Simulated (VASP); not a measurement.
Here is a VASP 6.6.1 calculation.

Contents of INCAR:

```
SYSTEM = GdN
PREC     = Accurate       ! precision mode
ENCUT    = 520            ! plane-wave cutoff, eV
EDIFF    = 1E-7           ! SCF threshold, eV
ISMEAR   = 0              ! smearing method
SIGMA    = 0.03           ! smearing width, eV
LREAL    = .False.        ! projectors in reciprocal space
LASPH    = .True.         ! aspherical terms in the spheres
NELM     = 150            ! most SCF steps
ALGO     = Normal         ! electronic algorithm
ISIF     = 2              ! what is computed and relaxed
LWAVE    = .False.        ! write WAVECAR
LCHARG   = .False.        ! write CHGCAR
LNONCOLLINEAR= .True.         ! non-collinear magnetism
MAGMOM   = 0 0 7 0 0 0    ! initial moments
LORBIT   = 11             ! projections on sites
LSORBIT  = .True.         ! spin-orbit coupling
GGA_COMPAT= .False.      
LORBMOM  = .True.       
LMAXMIX  = 6              ! l up to which the mixer works
LDAU     = .True.         ! DFT+U
LDAUTYPE = 2            
LDAUL    = 3 -1           ! shell
LDAUU    = 6 0            ! U, eV
LDAUJ    = 0 0          
LDAUPRINT= 1            
GGA      = PE             ! functional
AMIX     = 0.2          
BMIX     = 1E-4         
AMIX_MAG = 0.8          
BMIX_MAG = 1E-4         
SAXIS    = 0.577350 0.577350 0.577350
ISYM     = 0            
KPAR     = 4
```

The input KPOINTS:

```
Automatic mesh
0
Gamma
  10 10 10
  0 0 0
```

The input POSCAR:

```
GdN                                     
1.0
    0.0000000000      2.5023252643      2.5023252643
    2.5023252643      0.0000000000      2.5023252643
    2.5023252643      2.5023252643      0.0000000000
  Gd              N             
     1     1
Direct
     0.0000000000000000    0.0000000000000000    0.0000000000000000
     0.5000000000000000    0.5000000000000000    0.5000000000000000
```

Potentials or basis: VASP PAW PBE potentials, release 64 (Gd, N).

Run with:

```bash
$ cat potpaw_PBE.64/Gd/POTCAR potpaw_PBE.64/N/POTCAR > POTCAR
$ mpirun -np 4 vasp_ncl > vasp.out
```

(1) What does it give for the net moment?

(2) Estimate the pressure.

Results:

(1) 6.96 μB per cell.

(2) 0.0 GPa.

Caveat: a cell with one magnetic atom can't hold antiferromagnetic order, which such compounds often take.
